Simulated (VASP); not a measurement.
# Lithium: cell size and functional

How much does the relaxed cell of Lithium depend on the functional? The starting structure is a measured crystal structure from the Crystallography Open Database.

Calculated with VASP 6.6.1; Kohn-Sham DFT with plane waves and PAW; PBEsol, r2SCAN, PBE and LDA.

### Step 1. Starting point

The structure is cubic, space group Im-3m (No. 229). Conventional cell: a = 3.479 Å, b = 3.479 Å, c = 3.479 Å, α = 90.00°, β = 90.00°, γ = 90.00°. Nearest to Li lie 8 Li at 3.01 Å.

### Step 2. Relaxation with PBEsol

PBEsol restores the gradient expansion of exchange and is tuned for the cells of solids. This run starts from the cell of an earlier relaxation, which isn't shown; the restart sets up the plane waves anew.

INCAR

```
SYSTEM = Li
PREC = Accurate
ENCUT = 520
EDIFF = 1E-07
NELM = 100
ISMEAR = 1
SIGMA = 0.15
LREAL = .FALSE.
ALGO = Normal
GGA = PS
NBANDS = 7
LORBIT = 11
LWAVE = .FALSE.
LCHARG = .FALSE.
KPAR = 4
IBRION = 2
NSW = 50
ISIF = 3
EDIFFG = -0.005
LASPH = .TRUE.
```

POSCAR

```
Li
1.0
   -1.7138221873      1.7138221873      1.7138221873
    1.7138221873     -1.7138221873      1.7138221873
    1.7138221873      1.7138221873     -1.7138221873
Li
1
Direct
    0.0000000000      0.0000000000      0.0000000000
```

KPOINTS

```
Automatic mesh
0
Gamma
20 20 20
0 0 0
```

PAW data sets: Li_sv (PBE family, release 64).

Started as:

```
$ mpirun -np 4 vasp_std
```

The program printed:

```text
[banner, memory and clock lines left out]
running    4 mpi-ranks, on    1 nodes
 distrk:  each k-point on    1 cores,    4 groups
 distr:  one band on    1 cores,    1 groups

 POSCAR found type information on POSCAR Li
 POSCAR found :  1 types and       1 ions
|                                                                             |
|               ----> ADVICE to this user running VASP <----                  |
|                                                                             |
|     You enforced a specific xc type in the INCAR file but a different       |
|     [... a line on the potential file left out ...]
|     I HOPE YOU KNOW WHAT YOU ARE DOING!                                     |
|                                                                             |

 LDA part: xc-table for (Slater+PW92), standard interpolation
 POSCAR, INCAR and KPOINTS ok, starting setup
 FFT: planning ... GRIDC
 FFT: planning ... GRID_SOFT
 FFT: planning ... GRID
 WAVECAR not read
 entering main loop
       N       E                     dE             d eps       ncg     rms          rms(c)
DAV:   1    -0.893464333836E-02   -0.89346E-02   -0.70545E+02  3605   0.296E+02
DAV:   2    -0.193512246761E+01   -0.19262E+01   -0.18551E+01  5264   0.398E+01
DAV:   3    -0.196754367853E+01   -0.32421E-01   -0.32423E-01  4046   0.400E+00
DAV:   4    -0.196817445231E+01   -0.63077E-03   -0.63077E-03  5005   0.472E-01
DAV:   5    -0.196817809391E+01   -0.36416E-05   -0.36415E-05  4235   0.287E-02    0.332E-01
DAV:   6    -0.196654440704E+01    0.16337E-02   -0.64172E-04  5082   0.126E-01    0.185E-01
DAV:   7    -0.196585235630E+01    0.69205E-03   -0.14463E-03  4830   0.205E-01    0.288E-02
DAV:   8    -0.196587182100E+01   -0.19465E-04   -0.20626E-04  4144   0.850E-02    0.522E-03
DAV:   9    -0.196587028170E+01    0.15393E-05   -0.24464E-06  4704   0.109E-02    0.863E-04
DAV:  10    -0.196586978042E+01    0.50128E-06   -0.12196E-07  3962   0.264E-03    0.169E-04
DAV:  11    -0.196586968334E+01    0.97083E-07   -0.34197E-09  2114   0.642E-04
   1 F= -.19658697E+01 E0= -.19657678E+01  d E =-.196587E+01
 curvature:   0.00 expect dE= 0.000E+00 dE for cont linesearch  0.000E+00
 trial: gam= 0.00000 g(F)=  0.147E-64 g(S)=  0.166E-05 ort = 0.000E+00 (trialstep = 0.100E+01)
 search vector abs. value=  0.166E-05
 reached required accuracy - stopping structural energy minimisation
```

Wall time 14 s (4 MPI ranks of AMD EPYC 7R43, shared host); peak memory 0.46 GiB; 52 s of CPU time.

Lines that name or quote the potential files are left out of all logs, and their timing lines are given in words.

From OUTCAR (step 2):

```text
ion  position               nearest neighbor table
   1  0.000  0.000  0.000-

  LATTYP: Found a body centered cubic cell.
 ALAT       =     3.4276443746

 Subroutine GETGRP returns: Found 48 space group operations
 (whereof 48 operations were pure point group operations)

The static configuration has the point symmetry O_h .

 Found    256 irreducible k-points:

   k-points           NKPTS =    256   k-points in BZ     NKDIM =    256   number of bands    NBANDS=      7

   dimension x,y,z NGX =    24 NGY =   24 NGZ =   24
   dimension x,y,z NGXF=    48 NGYF=   48 NGZF=   48

   ENCUT  =  520.0 eV  38.22 Ry    6.18 a.u.   5.52  5.52  5.52*2*pi/ulx,y,z

   NELECT =       3.0000    total number of electrons

 k-points in reciprocal lattice and weights: Automatic mesh
   0.00000000  0.00000000  0.00000000       0.000
   0.05000000  0.00000000  0.00000000       0.002
   0.10000000  0.00000000  0.00000000       0.002
   0.15000000  0.00000000  0.00000000       0.002
   0.20000000  0.00000000  0.00000000       0.002
   0.25000000  0.00000000  0.00000000       0.002
   0.30000000  0.00000000  0.00000000       0.002
   0.35000000  0.00000000  0.00000000       0.002
   0.40000000  0.00000000  0.00000000       0.002
[...]
0.50000000  0.50000000  0.45000000       0.002
   0.50000000  0.50000000  0.50000000       0.000

 average (electrostatic) potential at core
       1 -64.5952

 E-fermi :   0.6569

 k-point     1 :       0.0000    0.0000    0.0000
  band No.  band energies     occupation
      1     -45.2558      2.00000
      2      -2.9180      2.00000
      3      15.3446      0.00000
      4      15.3446      0.00000
      5      15.3447      0.00000
      6      20.0856      0.00000
      7      20.0857      0.00000

 k-point     2 :       0.0500    0.0000    0.0000
  band No.  band energies     occupation
      1     -45.2553      2.00000
      2      -2.8706      2.00000
      3      15.0213      0.00000
      4      15.0899      0.00000
      5      15.2600      0.00000
      6      19.2307      0.00000
      7      19.3683      0.00000

 k-point     3 :       0.1000    0.0000    0.0000
  band No.  band energies     occupation
      1     -45.2538      2.00000
      2      -2.7285      2.00000
      3      14.0413      0.00000
      4      14.4956      0.00000
      5      15.0141      0.00000
      6      18.2179      0.00000
      7      18.3561      0.00000

  Total       -0.0033843     -0.0033843     -0.0033843      0.0000000      0.0000000      0.0000000
  in kB       -0.2692912     -0.2692912     -0.2692912      0.0000000      0.0000000      0.0000000
  external PRESSURE =      -0.2692912 kB  Pullay stress =       0.0000000 kB

  energy-cutoff  :      520.00
  volume of cell :       20.14
      direct lattice vectors                 reciprocal lattice vectors
    -1.713822187  1.713822187  1.713822187     0.000000000  0.291745552  0.291745552
     1.713822187 -1.713822187  1.713822187     0.291745552  0.000000000  0.291745552
     1.713822187  1.713822187 -1.713822187     0.291745552  0.291745552  0.000000000

 POSITION                                       TOTAL-FORCE (eV/Angst)
 -----------------------------------------------------------------------------------
      0.00000      0.00000      0.00000        -0.000000      0.000000     -0.000000
 -----------------------------------------------------------------------------------
    total drift:                               -0.000000     -0.000000      0.000000

  FREE ENERGIE OF THE ION-ELECTRON SYSTEM (eV)
  ---------------------------------------------------
  free  energy   TOTEN  =        -1.9658696833 eV

  energy  without entropy=       -1.9655639081  energy(sigma->0) =       -1.96576776

 reached required accuracy - stopping structural energy minimisation

 total charge
# of ion       s       p       d       tot
------------------------------------------
    1        2.033   0.046   0.000   2.078

[... 3 further parts left out ...]
```

This run has no spin polarisation. Its electron count is odd, so without a moment it is a metal by construction. The PAW data sets were made with PBE, which is usual practice but a small mismatch for other functionals. The run keeps the 48 symmetry operations of its start, so it cannot find a distortion of lower symmetry.

With PBEsol the relaxed cell holds 20.135 Å³ an atom, -4.32 % against the measured cell, with a = 3.428 Å.

### Step 3. Relaxation with r2SCAN

r2SCAN adds the kinetic-energy density, costs more than a GGA and is run with LASPH. This run starts from the cell of an earlier relaxation, which isn't shown; the restart sets up the plane waves anew.

INCAR, as its differences from that of step 2:

```diff
@@ -9,3 +9,4 @@
 ALGO = Normal
-GGA = PS
+METAGGA = R2SCAN
+LASPH = .TRUE.
 NBANDS = 7
@@ -19,2 +20 @@
 EDIFFG = -0.005
-LASPH = .TRUE.
```

POSCAR

```
Li
1.0
   -1.7288250729      1.7288250729      1.7288250729
    1.7288250729     -1.7288250729      1.7288250729
    1.7288250729      1.7288250729     -1.7288250729
Li
1
Direct
    0.0000000000      0.0000000000      0.0000000000
```

KPOINTS is that of step 2.

Started as:

```
$ mpirun -np 4 vasp_std
```

The program printed:

```text
[banner, memory and clock lines left out]
running    4 mpi-ranks, on    1 nodes
[...]
[... a notice as in an earlier step ...]

 LDA part: xc-table for (None), standard interpolation
 POSCAR, INCAR and KPOINTS ok, starting setup
[...]
entering main loop
       N       E                     dE             d eps       ncg     rms          rms(c)
DAV:   1    -0.440850542478E+00   -0.44085E+00   -0.75024E+02  3619   0.309E+02
DAV:   2    -0.260675583665E+01   -0.21659E+01   -0.20880E+01  5194   0.437E+01
DAV:   3    -0.265956995304E+01   -0.52814E-01   -0.52824E-01  4200   0.509E+00
DAV:   4    -0.266037501871E+01   -0.80507E-03   -0.80469E-03  4949   0.559E-01
[...]
DAV:  21    -0.238085654992E+01   -0.51436E-06   -0.10971E-09  1869   0.172E-04    0.444E-06
DAV:  22    -0.238085643654E+01    0.11338E-06   -0.28624E-10  1890   0.803E-05    0.116E-05
DAV:  23    -0.238085652132E+01   -0.84779E-07   -0.12154E-10  1883   0.502E-05
   1 F= -.23808565E+01 E0= -.23807466E+01  d E =-.238086E+01
[...]
reached required accuracy - stopping structural energy minimisation
```

Wall time 1.7 min (4 MPI ranks); peak memory 0.45 GiB.

From OUTCAR (step 3):

```text
  Total       -0.0046761     -0.0046761     -0.0046761      0.0000000     -0.0000000      0.0000000
  in kB       -0.3624768     -0.3624768     -0.3624768      0.0000000     -0.0000000      0.0000000
  external PRESSURE =      -0.3624768 kB  Pullay stress =       0.0000000 kB

 POSITION                                       TOTAL-FORCE (eV/Angst)
 -----------------------------------------------------------------------------------
      0.00000      0.00000      0.00000        -0.000000      0.000000      0.000000
 -----------------------------------------------------------------------------------
    total drift:                               -0.000000      0.000000      0.000000

  FREE ENERGIE OF THE ION-ELECTRON SYSTEM (eV)
  ---------------------------------------------------
  free  energy   TOTEN  =        -2.3808565213 eV

  energy  without entropy=       -2.3805268219  energy(sigma->0) =       -2.38074662

[... 2 parts as in an earlier step ...]

[... 2 further parts left out ...]
[key lines of the parts left out:]
E-fermi :   0.5894
```

With r2SCAN the relaxed cell holds 20.669 Å³ an atom, -1.79 % against the measured cell, with a = 3.458 Å. That is +2.65 % from PBEsol.

### Step 4. Relaxation with PBE

PBE, the usual starting point, adds the gradient of the density. This run starts from the cell of an earlier relaxation, which isn't shown; the restart sets up the plane waves anew.

INCAR, as its differences from that of step 3:

```diff
@@ -9,4 +9,3 @@
 ALGO = Normal
-METAGGA = R2SCAN
-LASPH = .TRUE.
+GGA = PE
 NBANDS = 7
@@ -20 +19,2 @@
 EDIFFG = -0.005
+LASPH = .TRUE.
```

POSCAR

```
Li
1.0
   -1.7152596456      1.7152596456      1.7152596456
    1.7152596456     -1.7152596456      1.7152596456
    1.7152596456      1.7152596456     -1.7152596456
Li
1
Direct
    0.0000000000      0.0000000000      0.0000000000
```

KPOINTS is that of step 3.

Started as:

```
$ mpirun -np 4 vasp_std
```

The program printed:

```text
[banner, memory and clock lines left out]
running    4 mpi-ranks, on    1 nodes
[...]
LDA part: xc-table for (Slater+PW92), standard interpolation
 POSCAR, INCAR and KPOINTS ok, starting setup
[...]
entering main loop
       N       E                     dE             d eps       ncg     rms          rms(c)
DAV:   1     0.577943155066E-01    0.57794E-01   -0.72119E+02  3668   0.298E+02
DAV:   2    -0.186698008093E+01   -0.19248E+01   -0.18657E+01  5250   0.403E+01
DAV:   3    -0.190583558255E+01   -0.38856E-01   -0.38850E-01  4130   0.411E+00
DAV:   4    -0.190632776590E+01   -0.49218E-03   -0.49218E-03  5040   0.443E-01
[...]
DAV:   9    -0.190474929832E+01    0.23510E-05   -0.45321E-07  5250   0.672E-03    0.379E-04
DAV:  10    -0.190474830539E+01    0.99293E-06   -0.22255E-08  2219   0.122E-03    0.269E-04
DAV:  11    -0.190474833479E+01   -0.29397E-07   -0.41971E-09  1925   0.662E-04
   1 F= -.19047483E+01 E0= -.19046474E+01  d E =-.190475E+01
[...]
reached required accuracy - stopping structural energy minimisation
```

Elapsed: 13 s, on 4 MPI ranks; peak memory 0.45 GiB.

From OUTCAR (step 4):

```text
  Total       -0.0035563     -0.0035563     -0.0035563     -0.0000000     -0.0000000     -0.0000000
  in kB       -0.2822687     -0.2822687     -0.2822687     -0.0000000     -0.0000000     -0.0000000
  external PRESSURE =      -0.2822687 kB  Pullay stress =       0.0000000 kB

  FREE ENERGIE OF THE ION-ELECTRON SYSTEM (eV)
  ---------------------------------------------------
  free  energy   TOTEN  =        -1.9047483348 eV

  energy  without entropy=       -1.9044455220  energy(sigma->0) =       -1.90464740

[... 3 parts as in an earlier step ...]

[... 2 further parts left out ...]
[key lines of the parts left out:]
E-fermi :   0.6472
```

With PBE the relaxed cell holds 20.186 Å³ an atom, -4.08 % against the measured cell, with a = 3.431 Å. That is +0.25 % from PBEsol.

### Step 5. Relaxation with LDA

LDA, the lowest rung, knows the local density alone. This run starts from the cell of an earlier relaxation, which isn't shown; the restart sets up the plane waves anew.

INCAR, as its differences from that of step 4:

```diff
@@ -9,3 +9,3 @@
 ALGO = Normal
-GGA = PE
+GGA = CA
 NBANDS = 7
```

POSCAR

```
Li
1.0
   -1.6776350112      1.6776350112      1.6776350112
    1.6776350112     -1.6776350112      1.6776350112
    1.6776350112      1.6776350112     -1.6776350112
Li
1
Direct
    0.0000000000      0.0000000000      0.0000000000
```

KPOINTS is that of step 4.

Potentials, in the order of the species: Li_sv (LDA family, release 64).

Started as:

```
$ mpirun -np 4 vasp_std
```

The program printed:

```text
[banner, memory and clock lines left out]
running    4 mpi-ranks, on    1 nodes
[...]
LDA part: xc-table for (Slater(with rela. corr.)+CA(PZ))
 , standard interpolation
 POSCAR, INCAR and KPOINTS ok, starting setup
[...]
entering main loop
       N       E                     dE             d eps       ncg     rms          rms(c)
DAV:   1    -0.492080468780E-01   -0.49208E-01   -0.72365E+02  3654   0.297E+02
DAV:   2    -0.200640086273E+01   -0.19572E+01   -0.18748E+01  5173   0.400E+01
DAV:   3    -0.204521103143E+01   -0.38810E-01   -0.38764E-01  4207   0.431E+00
DAV:   4    -0.204579199052E+01   -0.58096E-03   -0.58095E-03  4921   0.451E-01
[...]
DAV:   8    -0.204463233578E+01   -0.15177E-05   -0.16253E-05  3857   0.421E-02    0.146E-03
DAV:   9    -0.204463259778E+01   -0.26200E-06   -0.11428E-06  4445   0.992E-03    0.783E-04
DAV:  10    -0.204463268326E+01   -0.85487E-07   -0.14664E-07  3052   0.238E-03
   1 F= -.20446327E+01 E0= -.20445123E+01  d E =-.204463E+01
[...]
reached required accuracy - stopping structural energy minimisation
```

Run time: 12 s. Hardware: 4 MPI ranks; peak memory 0.4 GiB.

OUTCAR, selected parts (step 5):

```text
  Total       -0.0024479     -0.0024479     -0.0024479      0.0000000     -0.0000000     -0.0000000
  in kB       -0.2076572     -0.2076572     -0.2076572      0.0000000     -0.0000000     -0.0000000
  external PRESSURE =      -0.2076572 kB  Pullay stress =       0.0000000 kB

 POSITION                                       TOTAL-FORCE (eV/Angst)
 -----------------------------------------------------------------------------------
      0.00000      0.00000      0.00000         0.000000      0.000000      0.000000
 -----------------------------------------------------------------------------------
    total drift:                               -0.000000     -0.000000      0.000000

  FREE ENERGIE OF THE ION-ELECTRON SYSTEM (eV)
  ---------------------------------------------------
  free  energy   TOTEN  =        -2.0446326833 eV

  energy  without entropy=       -2.0442714332  energy(sigma->0) =       -2.04451227

[... 2 parts as in an earlier step ...]

[... 2 further parts left out ...]
[key lines of the parts left out:]
E-fermi :   0.8228
```

With LDA the relaxed cell holds 18.887 Å³ an atom, -10.26 % against the measured cell, with a = 3.355 Å. That is -6.20 % from PBEsol.

### Step 6. All runs side by side

```
 level  volume (Å³/atom)  against the measured cell (%)   a (Å)  pressure left (GPa)  core minutes
PBEsol            20.135                          -4.32  3.4276                -0.03          3.17
r2SCAN            20.669                          -1.79  3.4577                -0.04          35.3
   PBE            20.186                          -4.08  3.4305                -0.03          3.85
   LDA            18.887                         -10.26  3.3553                -0.02          3.95
```

Core minutes are wall time times ranks, summed over the relaxations behind a row (those for a bulk modulus apart), on shared hosts.

### Step 7. Outcome

| Quantity | Value |
| --- | --- |
| volume, PBEsol | 20.14 Å³/atom |
| volume, r2SCAN | 20.67 Å³/atom |
| volume, PBE | 20.19 Å³/atom |
| volume, LDA | 18.89 Å³/atom |

What this shows: Across 4 levels the volume of Lithium spans 9.4 %, from 18.89 Å³ an atom (LDA) to 20.67 Å³ (r2SCAN). Against the measured volume of the starting structure, r2SCAN comes nearest (-1.8 %) and LDA lies farthest (-10.3 %). The measured cell holds zero-point expansion and, unless it was taken cold, thermal expansion, which the runs lack, so small differences decide nothing. All runs keep the symmetry of the start, so they can't find a distortion of lower symmetry.

[Lines on the potential files, build, host, timing and source positions are cut from VASP's logs without a mark.]

[Logs are printed without paths, hosts, clocks, repeated set-up lines and the standing remarks that a program may print on its own settings, such as how far it seeks lower states.]

[Hosts, paths, dates, database ids (printed as entryN), source tags and the programs' standing remarks are cut or masked in the printed files.]
